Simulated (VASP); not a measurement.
An input for Ansatz (written as the equivalent of a VASP run, and not itself run):

Ansatz 0.2 input:
```yaml
crystal:
  lattice:
    - [2.9500000, 0.0000000, 0.0000000]
    - [0.0000000, 2.9500000, 0.0000000]
    - [0.0000000, 0.0000000, 2.9500000]
  atoms:
    - { symbol: Zn, position: [0.5000000, 0.5000000, 0.5000000] }
    - { symbol: Cu, position: [0.0000000, 0.0000000, 0.0000000] }
kpoints:
  mp_grid: { grid: [11, 11, 11] }
hamiltonian:
  xc: r2scan
  dispersion: rvv10
  pseudopotentials: { kind: paw }
scf:
  occupations: { method: methfessel_paxton, width: 0.1 }
  max_iter: 100
relax:
  max_steps: 60
  f_tol: 0.01
  cell: {}
output: { forces: true, stress: true, eigenvalues: true }
```

Question: Translate this input to VASP (INCAR, KPOINTS, POSCAR, choice of POTCAR).

Answer: This is not unique; one that fits is 
INCAR:
```
BPARAM = 11.95
LREAL = .FALSE.   # projection in real space or not
ISIF = 3   # ions, shape and volume
LWAVE = .FALSE.
LCHARG = .FALSE.
LMIXTAU = .TRUE.
METAGGA = R2SCAN
LMAXMIX = 4   # l cut-off of mixed one-centre charges
SYSTEM = CuZn
NELM = 100
NSW = 60
EDIFF = 1E-6
LUSE_VDW = .TRUE.
ALGO = Normal   # blocked Davidson
IBRION = 2   # conjugate gradients
SIGMA = 0.1   # width (eV)
EDIFFG = -0.01
PREC = Accurate
LASPH = .TRUE.   # aspherical one-centre terms
ISMEAR = 1   # Methfessel-Paxton
CPARAM = 0.0093
ENCUT = 520   # plane-wave cut-off (eV)
```

POSCAR:
```
CuZn
1.0
  2.9500000000   0.0000000000   0.0000000000
  0.0000000000   2.9500000000   0.0000000000
  0.0000000000   0.0000000000   2.9500000000
Zn Cu
1 1
Direct
  0.5000000000   0.5000000000   0.5000000000
  0.0000000000   0.0000000000   0.0000000000
```

KPOINTS:
```
Automatic mesh
0
Gamma
11 11 11
```

POTCAR, in this order: Zn Cu (PBE.64 set). Program: vasp_std.

What does not carry over: each code has its own PAW files, so the cut-off isn't converted (ENCUT is set for VASP's; basis.ecutwfc is left out, and Ansatz then takes the one that its files recommend); Ansatz stops its SCF on the density residual and VASP on the energy change (EDIFF).

The compound is CuZn in the CsCl type structure. This run relaxes it. Symmetry was kept, so distortions that lower it aren't found.
